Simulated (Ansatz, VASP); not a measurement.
## Ir (Ir wire along [100], 12 atoms a period): VASP beside Ansatz

Aim: how closely do two programs agree when they are given the same cell, functional and k mesh? The structure shown is the end of the Ansatz relaxation below.

Program: Ansatz 0.2.0. Level of theory: plane waves, with VASP 6.6.1 beside it; PBE. Results are calculated unless marked as measured.

### Step 1. Starting point

The cell holds 12 atoms: 12 Ir. Its edges and angles: a = 12.605 Å, b = 12.605 Å, c = 3.784 Å, α = 90.0°, β = 90.0°, γ = 90.0°. Vacuum lies along a and b. The structure's axis is c.

### Step 2. Ansatz: relaxation, PBE

Ansatz runs on its PAW soft_1 files.

This run makes the geometry at which the two programs are then compared.

File input.yaml:

```yaml
crystal:
  lattice:
    - [12.605, 0.0, 0.0]
    - [0.0, 12.605, 0.0]
    - [0.0, 0.0, 3.87]
  atoms:
    - { symbol: Ir, position: [0.269734232, 0.576755256, 0.0] }
    - { symbol: Ir, position: [0.423244744, 0.423244744, 0.0] }
    - { symbol: Ir, position: [0.423244744, 0.730265768, 0.0] }
    - { symbol: Ir, position: [0.576755256, 0.269734232, 0.0] }
    - { symbol: Ir, position: [0.576755256, 0.576755256, 0.0] }
    - { symbol: Ir, position: [0.730265768, 0.423244744, 0.0] }
    - { symbol: Ir, position: [0.269734232, 0.423244744, 0.5] }
    - { symbol: Ir, position: [0.423244744, 0.269734232, 0.5] }
    - { symbol: Ir, position: [0.423244744, 0.576755256, 0.5] }
    - { symbol: Ir, position: [0.576755256, 0.423244744, 0.5] }
    - { symbol: Ir, position: [0.576755256, 0.730265768, 0.5] }
    - { symbol: Ir, position: [0.730265768, 0.576755256, 0.5] }
kpoints:
  mp_grid: { grid: [1, 1, 21] }
scf:
  occupations: { method: fermi_dirac, width: 0.05 }
hamiltonian:
  xc: pbe
  pseudopotentials: { kind: paw, azcp: { folder: soft_1 } }
relax:
  cell: { fix: [a, b, alpha, beta, gamma] }
  max_steps: 45
  f_tol: 0.03
```

Command:

```bash
ansatz run input.yaml --threads 4 --pin off --max-ram 16384MiB --backend cpu --events-out ev --progress --plain --runs-dir out
```

Numbers of over 12 decimals in the logs are rounded to 6 here.

Output:

```text
Engine: ansatz 0.2.0, x86_64-unknown-linux-gnu
Pseudopotentials: kind: paw
Pseudopotential: Ir, paw, valence charge 17, recommended cutoff 420 eV (normal), soft_1/Ir.paw.azcp
Functional definition: PBE
  parameter kappa = 0.804
  parameter beta = 0.066725
  exchange = pbe_x(kappa = kappa, mu = beta*pi^2/3)
  correlation = pbe_c(beta = beta)
Crystal: 12 atoms, lattice volume = 614.889 Å³
Basis set: ecut = 420 eV, 12057 PW (Γ), exchange–correlation on 180×180×54 points (8 copies of the dense FFT grid, shifted against one another)
Bands: 123, of which v1, the nominal top of the filled ones, is band 102 counted from 1 (101 counted from 0)
Symmetry: 16 space group operations
Space group: P42/mcm (ITA 132), of the structure as read, at distance tolerance 8.5e-5 Å
k-points: 11 of 21
Non-local potential: Ir, projectors of the file, l = 0: 3, l = 1: 2, l = 2: 2, l = 3: 1
PAW form: soft (Blöchl's): semilocal exchange-correlation on the pseudo side does not see the compensation charge
PAW one-centre angular grid: Ir, 590 points (default); XC on 64 Gauss nodes
Initial density: superposition of atomic densities (neutral atoms: chi_scale 0, normalization atom)
Initial wavefunctions: pseudopotential atomic-orbital guess
Functional: x = pbe(κ = 0.804, μ = 0.219515), c = pbe(β = 0.066725)
SCF iter   1: F=—  HF=-143224.499891 eV  |F-HF|=—  |Δ(HF+E_count)|=         —  Δρ=3.15e-2  dr2=1.38e1  ethr=3.10e-3  ⟨swp⟩=7.8  Hψ=5670  notcnv=0  defer=3
preconditioner: auto → LDOS  [metal: Δε(μ)=0.024 eV  Ē_g=4.885 eV  σ=0.050 eV  W_gap=0.12  n_scr=142 (ndim 8)  ℏωp=15.6 eV  f_vac=0.557  D(μ)=23.69/eV (n_scr^D=202)  β→1.0]
SCF iter   2: F=—  HF=-143224.437329 eV  |F-HF|=—  |Δ(HF+E_count)|=   6.26e-2  Δρ=3.16e-2  dr2=1.75e1  ethr=3.10e-3  ⟨swp⟩=3.3  Hψ=3471  notcnv=0  defer=46
SCF iter   3: F=—  HF=-143221.109791 eV  |F-HF|=—  |Δ(HF+E_count)|=    3.33e0  Δρ=6.01e-3  dr2=3.34e-1  ethr=3.10e-3  ⟨swp⟩=4.0  Hψ=3426  notcnv=0  defer=39
SCF iter   4: F=—  HF=-143221.116091 eV  |F-HF|=—  |Δ(HF+E_count)|=   6.30e-3  Δρ=2.15e-3  dr2=3.66e-2  ethr=1.64e-4  ⟨swp⟩=2.2  Hψ=2187  notcnv=0  defer=43
SCF iter   5: F=—  HF=-143221.115493 eV  |F-HF|=—  |Δ(HF+E_count)|=   5.99e-4  Δρ=9.32e-4  dr2=9.06e-3  ethr=1.79e-5  ⟨swp⟩=2.0  Hψ=2378  notcnv=0  defer=43
SCF iter   6: F=—  HF=-143221.114168 eV  |F-HF|=—  |Δ(HF+E_count)|=   1.32e-3  Δρ=2.33e-4  dr2=1.03e-3  ethr=4.44e-6  ⟨swp⟩=2.4  Hψ=2256  notcnv=0  defer=43
SCF iter   7: F=—  HF=-143221.114114 eV  |F-HF|=—  |Δ(HF+E_count)|=   5.41e-5  Δρ=8.87e-5  dr2=7.73e-5  ethr=5.04e-7  ⟨swp⟩=3.2  Hψ=2362  notcnv=0  defer=43
SCF iter   8: F=—  HF=-143221.113471 eV  |F-HF|=—  |Δ(HF+E_count)|=   6.43e-4  Δρ=2.86e-5  dr2=6.77e-6  ethr=3.79e-8  ⟨swp⟩=2.0  Hψ=1968  notcnv=0  defer=43
SCF iter   9: F=—  HF=-143221.113475 eV  |F-HF|=—  |Δ(HF+E_count)|=   3.61e-6  Δρ=1.06e-5  dr2=6.59e-7  ethr=3.32e-9  ⟨swp⟩=2.0  Hψ=1934  notcnv=0  defer=43
SCF iter  10: F=-143221.113475 eV  HF=-143221.113475 eV  |F-HF|=2.47e-8  |Δ(HF+E_count)|=   3.45e-7  Δρ=2.73e-6  dr2=6.12e-8  ethr=4.90e-11  ⟨swp⟩=5.8  Hψ=5161  notcnv=0
SCF 1 converged in 10 iterations: F = -143221.113475 eV  dr2 = 6.12e-8
  greatest PAW one-centre occupation: 1.000 electrons in one spin orbital (limit 2), on the Ir atom at site 4 (counted from 0), in its partial waves of l = 0
relax step   1: F+E_penalty+E_count = -143221.11347508 eV  Δ(F+E_penalty+E_count) = +0.000e0 eV  max|allowed force component| = 1.921e0 eV/Å  Δτ_max = 0.0000 Å  P = -6.861 GPa  Ω = 614.889 Å³  fix = [a, b, alpha, beta, gamma]  reactions: a -6.684, b -6.684 GPa  (10 SCF iters, dr2 threshold 1.00e-7 eV, accepted)
[...]
relax step   4: F+E_penalty+E_count = -143223.05419261 eV  Δ(F+E_penalty+E_count) = -3.010e-2 eV  max|allowed force component| = 8.005e-2 eV/Å  Δτ_max = 0.0129 Å  P = -0.070 GPa  Ω = 600.634 Å³  energy of the carried Pulay correction = +1.866e-3 eV  fix = [a, b, alpha, beta, gamma]  reactions: a -0.054, b -0.054 GPa  (6 SCF iters, dr2 threshold 1.20e-6 eV, accepted)
[...]
relax step   5: F+E_penalty+E_count = -143223.05841643 eV  Δ(F+E_penalty+E_count) = -4.224e-3 eV  max|allowed force component| = 8.892e-3 eV/Å  Δτ_max = 0.0189 Å  P = -0.020 GPa  Ω = 601.172 Å³  energy of the carried Pulay correction = +1.794e-3 eV  fix = [a, b, alpha, beta, gamma]  reactions: a -0.026, b -0.026 GPa  (7 SCF iters, dr2 threshold 4.01e-7 eV, accepted)
[...]
relax step   6: F+E_penalty+E_count = -143223.05617563 eV  Δ(F+E_penalty+E_count) = +2.241e-3 eV  max|allowed force component| = 9.032e-3 eV/Å  Δτ_max = 0.0000 Å  P = -0.015 GPa  Ω = 601.172 Å³  fix = [a, b, alpha, beta, gamma]  reactions: a -0.021, b -0.021 GPa  stress off target by 2.07e-3 GPa on what of the cell is left free  SCF on the basis re-selected at this cell (its energy is not comparable with the rows above)  (6 SCF iters)
basis re-selected at this cell: Δ(F+E_penalty+E_count) = +2.241e-3 eV, ΔP = +0.005 GPa vs the last step (what re-selecting the basis moved, of the pressure what is left beyond the Pulay correction that the steps carried, after the strain that the cell walked since its last selection, with what the two solves' SCF thresholds leave and, on support functions, any second-order correction that the steps lacked; it is no m [...]
SCF converged after 6 iterations
Free energy (F): -143223.056176 eV
Harris-Foulkes:  -143223.056176 eV  (|F-HF|=1.46e-10)
Internal energy: -143222.830485 eV  (E = F + TS)
E sigma→0 (E₀):  -143222.943330 eV
Entropy (-TS):   -0.225691 eV (-18.808 meV/atom)
Fermi energy:    3.819730 eV
--- Per-component energies (eV) ---
  E_band       = -5349.102092
  E_kinetic    = 6472.335749
  E_local      = -112988.143553  (includes V_loc(G=0)·N_el)
  E_nonlocal   = 2292.351153
  E_hartree    = 52651.003907
  E_xc         = -2743.026630
  E_vxc        = -3052.173567  (∫ρ·V_xc dr)
  E_paw        = -111187.422599  (= ΣΔE_a)
  E_vpaw       = -3375.481293  (= ΣTr[D̂ρ^β])
  E_aug_tail   = 0.004323  (compensation charges beyond the density's cutoff)
  E_ewald      = 22280.067166
  E_smearing   = -0.225691  (= −TS)
  E_closure    = 0.000000  (closes the sum)
  Σ components = -143223.056176   (vs F -143223.056176, Δ=0.00e0)
--- Forces (eV/Å), atoms counted from 1 ---
  atom   1  Ir     0.00864866     0.00903237    -0.00000000
  atom   2  Ir    -0.00029078    -0.00029078     0.00000000
  atom   3  Ir    -0.00903237    -0.00864866     0.00000000
  atom   4  Ir     0.00903237     0.00864866    -0.00000000
  atom   5  Ir     0.00029078     0.00029078    -0.00000000
  atom   6  Ir    -0.00864866    -0.00903237     0.00000000
  atom   7  Ir     0.00864866    -0.00903237    -0.00000000
  atom   8  Ir    -0.00903237     0.00864866     0.00000000
  atom   9  Ir    -0.00029078     0.00029078     0.00000000
  atom  10  Ir     0.00029078    -0.00029078    -0.00000000
  atom  11  Ir     0.00903237    -0.00864866    -0.00000000
  atom  12  Ir    -0.00864866     0.00903237     0.00000000
  max |Σ_I F_I| component: 3.13e-27 eV/Å
--- Stress (GPa, compression-positive) ---
       -0.020960       0.000000       0.000000
        0.000000      -0.020960      -0.000000
        0.000000      -0.000000      -0.002071
  P = ⅓ Tr σ = -0.0147 GPa (-0.147 kbar)
--- Relaxed structure (5 steps of the walk, 5 accepted, 1 SCFs on fresh bases) ---
  F+E_penalty+E_count = -143223.05617563 eV   max|allowed force component| = 9.032e-3 eV/Å   (the final SCF, on the basis selected at the relaxed cell)
  cell:  # Å, volume = 601.1718 Å³
    - [12.605, 0, 0]
    - [0, 12.605, 0]
    - [0, 0, 3.783667]
  atoms:
    - { symbol: Ir, position: [0.278495, 0.569866, 0] }
    - { symbol: Ir, position: [0.419369, 0.419369, 0] }
    - { symbol: Ir, position: [0.430134, 0.721505, 0] }
    - { symbol: Ir, position: [0.569866, 0.278495, 0] }
    - { symbol: Ir, position: [0.580631, 0.580631, 0] }
    - { symbol: Ir, position: [0.721505, 0.430134, 0] }
    - { symbol: Ir, position: [0.278495, 0.430134, 0.5] }
    - { symbol: Ir, position: [0.430134, 0.278495, 0.5] }
    - { symbol: Ir, position: [0.419369, 0.580631, 0.5] }
    - { symbol: Ir, position: [0.580631, 0.419369, 0.5] }
    - { symbol: Ir, position: [0.569866, 0.721505, 0.5] }
    - { symbol: Ir, position: [0.721505, 0.569866, 0.5] }
```

### Step 3. VASP: single point, PBE

The same cell, functional, mesh and smearing now go to VASP, with its own data sets.

Lines of VASP's logs that name or quote its potential files are left out, and so is its time.

File INCAR:

```
SYSTEM = Ir
PREC = Accurate
ENCUT = 500
EDIFF = 1E-06
NELM = 120
ISMEAR = -1
SIGMA = 0.05
LREAL = .FALSE.
ALGO = Normal
GGA = PE
NBANDS = 66
LASPH = .TRUE.
LORBIT = 11
LWAVE = .FALSE.
LCHARG = .FALSE.
ISIF = 2
GGA_COMPAT = .FALSE.
KPAR = 2
```

File POSCAR:

```
Ir
1.0
   12.6050000000      0.0000000000      0.0000000000
    0.0000000000     12.6050000000      0.0000000000
    0.0000000000      0.0000000000      3.7836667955
Ir
12
Direct
    0.2784946050      0.5698655601      0.0000000000
    0.4193694424      0.4193694424      0.0000000000
    0.4301344399      0.7215053950      0.0000000000
    0.5698655601      0.2784946050      0.0000000000
    0.5806305576      0.5806305576      0.0000000000
    0.7215053950      0.4301344399      0.0000000000
    0.2784946050      0.4301344399      0.5000000000
    0.4301344399      0.2784946050      0.5000000000
    0.4193694424      0.5806305576      0.5000000000
    0.5806305576      0.4193694424      0.5000000000
    0.5698655601      0.7215053950      0.5000000000
    0.7215053950      0.5698655601      0.5000000000
```

File KPOINTS:

```
Automatic mesh
0
Gamma
1 1 21
0 0 0
```

The projector-augmented-wave data sets are Ir (PBE family, release 64).

Command:

```bash
mpirun -np 2 vasp_std
```

Output:

```text
[banner, memory and clock lines left out]
running    2 mpi-ranks, on    1 nodes
 distrk:  each k-point on    1 cores,    2 groups
 distr:  one band on    1 cores,    1 groups

 POSCAR found type information on POSCAR Ir
 POSCAR found :  1 types and      12 ions
 LDA part: xc-table for (Slater+PW92), standard interpolation
 POSCAR, INCAR and KPOINTS ok, starting setup
 FFT: planning ... GRIDC
 FFT: planning ... GRID_SOFT
 FFT: planning ... GRID
 WAVECAR not read
 entering main loop
       N       E                     dE             d eps       ncg     rms          rms(c)
DAV:   1     0.944410185192E+03    0.94441E+03   -0.40842E+04  1452   0.132E+03
DAV:   2     0.346980878895E+02   -0.90971E+03   -0.84480E+03  1472   0.395E+02
DAV:   3    -0.824576503301E+02   -0.11716E+03   -0.10889E+03  1968   0.120E+02
DAV:   4    -0.927486909582E+02   -0.10291E+02   -0.93938E+01  2184   0.343E+01
DAV:   5    -0.933144105455E+02   -0.56572E+00   -0.52660E+00  2216   0.643E+00    0.446E+01
DAV:   6    -0.883783759392E+02    0.49360E+01   -0.12298E+01  2024   0.201E+01    0.209E+01
DAV:   7    -0.912615764391E+02   -0.28832E+01   -0.20332E+01  2384   0.293E+01    0.161E+01
DAV:   8    -0.874106578707E+02    0.38509E+01   -0.12295E+01  2562   0.264E+01    0.387E+00
DAV:   9    -0.873697632251E+02    0.40895E-01   -0.77369E-01  2144   0.426E+00    0.152E+00
DAV:  10    -0.873629651500E+02    0.67981E-02   -0.63502E-02  2332   0.112E+00    0.360E-01
DAV:  11    -0.873619881070E+02    0.97704E-03   -0.33823E-03  1976   0.354E-01    0.146E-01
DAV:  12    -0.873613137900E+02    0.67432E-03   -0.69230E-04  1762   0.950E-02    0.597E-02
DAV:  13    -0.873612336215E+02    0.80168E-04   -0.32069E-04  2160   0.921E-02    0.228E-02
DAV:  14    -0.873614436301E+02   -0.21001E-03   -0.19290E-04  1848   0.421E-02    0.197E-02
DAV:  15    -0.873618042771E+02   -0.36065E-03   -0.72305E-05  1656   0.314E-02    0.158E-02
DAV:  16    -0.873620913970E+02   -0.28712E-03   -0.32138E-05  1624   0.193E-02    0.721E-03
DAV:  17    -0.873623060401E+02   -0.21464E-03   -0.15969E-05  1480   0.153E-02    0.697E-03
DAV:  18    -0.873623230461E+02   -0.17006E-04   -0.11304E-06  1104   0.485E-03    0.199E-03
DAV:  19    -0.873623356318E+02   -0.12586E-04   -0.10907E-06  1036   0.274E-03    0.212E-03
DAV:  20    -0.873623378560E+02   -0.22243E-05   -0.21321E-07   884   0.168E-03    0.595E-04
DAV:  21    -0.873623381228E+02   -0.26679E-06   -0.64304E-08   852   0.829E-04
   1 F= -.87362338E+02 E0= -.87249085E+02  d E =-.226506E+00
```

(Part 1 of 2 ends here.)

[Lines on the potential files, build, host, timing and source positions are cut from VASP's logs without a mark.]

[Logs are printed without paths, hosts, clocks, repeated set-up lines and the standing remarks that a program may print on its own settings, such as how far it seeks lower states.]

[Hosts, paths, dates, database ids (printed as entryN), source tags and the programs' standing remarks are cut or masked in the printed files.]
